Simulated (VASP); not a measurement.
# How SCF solver and smearing change a VASP run on BiRh, part 4 of 4

Aim: find what the SCF solver and smearing change for BiRh, and what they cost. The series runs use r2SCAN. The start is a cell from a database of measured crystal structures.

VASP 6.6.1; r2SCAN; plane waves and PAW (Bi_d, Rh_pv).

Still holding for the runs below: The k-mesh is coarse for a metal.

So far. Step 19 (Smearing: ISMEAR = 1, SIGMA = 0.2): Against the run before the energy at zero width moves by +0.48 meV an atom and the pressure by -0.01 GPa, after 14 cycles in 1.8 min. The entropy term T·S comes to 0.66 meV an atom in size.

### 20. Smearing: ISMEAR = 1, SIGMA = 0.5

File INCAR:

```
SYSTEM = BiRh
PREC = Accurate
ENCUT = 400
EDIFF = 1E-06
NELM = 100
ISMEAR = 1
SIGMA = 0.5
LREAL = .FALSE.
ALGO = Normal
METAGGA = R2SCAN
LASPH = .TRUE.
NBANDS = 37
LORBIT = 11
LWAVE = .FALSE.
LCHARG = .FALSE.
KPAR = 4
ISIF = 2
```

File POSCAR:

```
BiRh
1.0
    4.0940000000      0.0000000000      0.0000000000
   -2.0470000000      3.5455080031      0.0000000000
    0.0000000000      0.0000000000      5.6630000000
Bi Rh
2 2
Direct
    0.3333333333      0.6666666667      0.2500000000
    0.6666666667      0.3333333333      0.7500000000
    0.0000000000      0.0000000000      0.0000000000
    0.0000000000      0.0000000000      0.5000000000
```

File KPOINTS:

```
Automatic mesh
0
Gamma
6 6 4
0 0 0
```

PAW data sets: Bi_d and Rh_pv (PBE family, release 64).

Started as:

```console
$ mpirun -np 4 vasp_std
```

The program printed:

```text
[... set-up lines as in an earlier step ...]
 entering main loop
       N       E                     dE             d eps       ncg     rms          rms(c)
DAV:   1     0.570362670172E+03    0.57036E+03   -0.29908E+04  1610   0.181E+03
DAV:   2    -0.119936963610E+03   -0.69030E+03   -0.67445E+03  1585   0.560E+02
DAV:   3    -0.179452375592E+03   -0.59515E+02   -0.57630E+02  1756   0.177E+02
DAV:   4    -0.181814640525E+03   -0.23623E+01   -0.23500E+01  1857   0.363E+01
[...]
DAV:  12    -0.165977754013E+03   -0.24450E-05   -0.34994E-05  2006   0.396E-02    0.132E-02
DAV:  13    -0.165977751322E+03    0.26912E-05   -0.10266E-05  1378   0.218E-02    0.326E-03
DAV:  14    -0.165977750731E+03    0.59096E-06   -0.68755E-07   902   0.787E-03
   1 F= -.16597775E+03 E0= -.16597600E+03  d E =-.524986E-02
```

It took 1.7 min on 4 MPI ranks of AMD EPYC 7R43, shared host; peak memory 0.64 GiB.

OUTCAR, selected parts (step 20):

```text
  Total        1.7004831      1.7004831      1.4922932      0.0000000      0.0000000     -0.0000000
  in kB       33.1443895     33.1443895     29.0865266      0.0000000      0.0000000     -0.0000000
  external PRESSURE =      31.7917685 kB  Pullay stress =       0.0000000 kB

 POSITION                                       TOTAL-FORCE (eV/Angst)
 -----------------------------------------------------------------------------------
     -0.00000      2.36367      1.41575        -0.000000      0.000000      0.000000
      2.04700      1.18184      4.24725         0.000000     -0.000000      0.000000
      0.00000      0.00000      0.00000         0.000000      0.000000      0.000000
      0.00000      0.00000      2.83150         0.000000      0.000000      0.000000
 -----------------------------------------------------------------------------------
    total drift:                               -0.000000      0.000000      0.000000

  FREE ENERGIE OF THE ION-ELECTRON SYSTEM (eV)
  ---------------------------------------------------
  free  energy   TOTEN  =      -165.9777507313 eV

  energy  without entropy=     -165.9725008726  energy(sigma->0) =     -165.97600078

[... 2 parts as in an earlier step ...]

[... 1 further part left out ...]
[key lines of the parts left out:]
E-fermi :   9.9517
```

Against the run before the energy at zero width moves by -0.25 meV an atom and the pressure by +0.16 GPa, after 14 cycles in 1.7 min. The entropy term T·S comes to 1.31 meV an atom in size.

### 21. Smearing: ISMEAR = -5

Edit INCAR of step 20 so:

```diff
@@ -5,4 +5,4 @@
 NELM = 100
-ISMEAR = 1
-SIGMA = 0.5
+ISMEAR = -5
+SIGMA = 0.05
 LREAL = .FALSE.
```

POSCAR is that of step 20.

KPOINTS is that of step 20.

Started as:

```console
$ mpirun -np 4 vasp_std
```

The program printed:

```text
[... set-up lines as in an earlier step ...]
 entering main loop
       N       E                     dE             d eps       ncg     rms          rms(c)
DAV:   1     0.570360498519E+03    0.57036E+03   -0.29908E+04  1610   0.181E+03
DAV:   2    -0.119960148530E+03   -0.69032E+03   -0.67447E+03  1585   0.560E+02
DAV:   3    -0.179455183345E+03   -0.59495E+02   -0.57678E+02  1756   0.177E+02
DAV:   4    -0.181817733596E+03   -0.23626E+01   -0.23471E+01  1857   0.363E+01
[...]
DAV:  14    -0.165978838508E+03    0.13985E-05   -0.67713E-07   887   0.796E-03    0.842E-04
DAV:  15    -0.165978837320E+03    0.11878E-05   -0.24419E-07   882   0.421E-03    0.451E-04
DAV:  16    -0.165978837425E+03   -0.10502E-06   -0.55124E-08   872   0.254E-03
   1 F= -.16597884E+03 E0= -.16597884E+03  d E =0.000000E+00
 -----------------------------------------------------------------------------
|                                                                             |
|           W    W    AA    RRRRR   N    N  II  N    N   GGGG   !!!           |
|           W    W   A  A   R    R  NN   N  II  NN   N  G    G  !!!           |
|           W    W  A    A  R    R  N N  N  II  N N  N  G       !!!           |
|           W WW W  AAAAAA  RRRRR   N  N N  II  N  N N  G  GGG   !            |
|           WW  WW  A    A  R   R   N   NN  II  N   NN  G    G                |
|           W    W  A    A  R    R  N    N  II  N    N   GGGG   !!!           |
|                                                                             |
|     Tetrahedron method does not include variations of the Fermi             |
|     occupations, so forces and stress will be inaccurate. We suggest        |
|     using a different smearing scheme ISMEAR = 1 or 2 for metals in         |
|     relaxations.                                                            |
|                                                                             |
 -----------------------------------------------------------------------------
```

Wall time 2 min (4 MPI ranks); peak memory 0.64 GiB.

Parts of OUTCAR (step 21):

```text
  Total        1.6473229      1.6473229      1.6362181     -0.0000000      0.0000000     -0.0000000
  in kB       32.1082369     32.1082369     31.8917910     -0.0000000      0.0000000     -0.0000000
  external PRESSURE =      32.0360883 kB  Pullay stress =       0.0000000 kB

 POSITION                                       TOTAL-FORCE (eV/Angst)
 -----------------------------------------------------------------------------------
     -0.00000      2.36367      1.41575         0.000000      0.000000      0.000000
      2.04700      1.18184      4.24725        -0.000000      0.000000      0.000000
      0.00000      0.00000      0.00000         0.000000     -0.000000      0.000000
      0.00000      0.00000      2.83150         0.000000     -0.000000      0.000000
 -----------------------------------------------------------------------------------
    total drift:                               -0.000000      0.000000      0.000000

  FREE ENERGIE OF THE ION-ELECTRON SYSTEM (eV)
  ---------------------------------------------------
  free  energy   TOTEN  =      -165.9788374249 eV

  energy  without entropy=     -165.9788374249  energy(sigma->0) =     -165.97883742

[... 2 parts as in an earlier step ...]

[... 1 further part left out ...]
[key lines of the parts left out:]
E-fermi :   9.9467
```

With tetrahedra the forces and stress of a metal are not exact derivatives of the energy.

Against the first of the series the energy at zero width moves by -0.30 meV an atom and the pressure by +0.07 GPa, after 16 cycles in 2 min.

### 22. The smearing series as a table

This step: convergence of r2SCAN results with the smearing; plane waves and PAW (VASP 6.6.1).

Derived from the runs above.

One cell and one 6×6×4 mesh. Free energy against width, by row:

```
Gaussian width σ (eV)  free energy less that at the narrowest width (meV/atom)
                 0.01                                                        0
                 0.05                                                    -0.23
                  0.1                                                       -1
                  0.2                                                    -4.92
                  0.5                                                   -34.29
```

Differences are taken from the run with ISMEAR = 0, SIGMA = 0.01. Results of the series, by row:

```
                 setting     status  energy less the reference (meV/atom)  pressure (GPa)  SCF cycles  wall time (s)
ISMEAR = 0, SIGMA = 0.01  converged                                     0           3.135          14            109
ISMEAR = 0, SIGMA = 0.05  converged                               0.04668           3.059          14            101
 ISMEAR = 0, SIGMA = 0.1  converged                               0.09957           3.041          14             98
 ISMEAR = 0, SIGMA = 0.2  converged                                0.6929           3.162          14             96
 ISMEAR = 0, SIGMA = 0.5  converged                              -0.08859           3.625          14            109
ISMEAR = 1, SIGMA = 0.01  converged                               0.01361           3.152          14            113
ISMEAR = 1, SIGMA = 0.05  converged                                0.1485           3.118          14            107
 ISMEAR = 1, SIGMA = 0.1  converged                                0.1783           3.036          14            119
 ISMEAR = 1, SIGMA = 0.2  converged                                0.6552           3.021          14            107
 ISMEAR = 1, SIGMA = 0.5  converged                                0.4072           3.179          14            103
             ISMEAR = -5  converged                                -0.302           3.204          16            120
```

### 23. Results

```json
{
 "fewest SCF cycles": "ALGO = Normal (14)",
 "most SCF cycles among converged runs": "IMIX = 1, AMIX = 0.2 (36)",
 "spread of the pressure over the SCF solver": "0.186 GPa",
 "spread of the energy over the SCF solver": "0.00137 meV/atom",
 "spread of the pressure over the smearing": "0.604 GPa",
 "spread of the energy over the smearing": "0.995 meV/atom"
}
```

**Reading.** All SCF solvers that converged agree within 0.05 meV an atom. No setting beats the 1.8 min of ALGO = Normal by a fifth or more; the slowest converged run is IMIX = 1, AMIX = 0.2, at 3.9 min. On a shared host such times are rough. Yet the pressure of ALGO = VeryFast is -0.11 GPa off: EDIFF tests the energy, which is second order in the error of the density, while the stress is first order. The usual rule keeps the entropy term T·S under 1 meV an atom, which holds up to a width of 0.05 eV for Gaussian and 0.2 eV for first-order Methfessel-Paxton. That rule is made for Methfessel-Paxton; with the other schemes the zero-width estimate is the energy to use. Farthest in energy from the narrowest smearing lies ISMEAR = 0, SIGMA = 0.2 (+0.7 meV an atom, +0.03 GPa). On a fixed mesh a narrow width is not the exact answer for a metal: it samples the Fermi surface more noisily. Forces vanish by symmetry in this cell, so the series can't test them.

[Lines on the potential files, build, host, timing and source positions are cut from VASP's logs without a mark.]

[Logs are printed without paths, hosts, clocks, repeated set-up lines and the standing remarks that a program may print on its own settings, such as how far it seeks lower states.]

[Hosts, paths, dates, database ids (printed as entryN), source tags and the programs' standing remarks are cut or masked in the printed files.]

[A measured line is paired with the nearest computed mode of its activity, which favours agreement.]
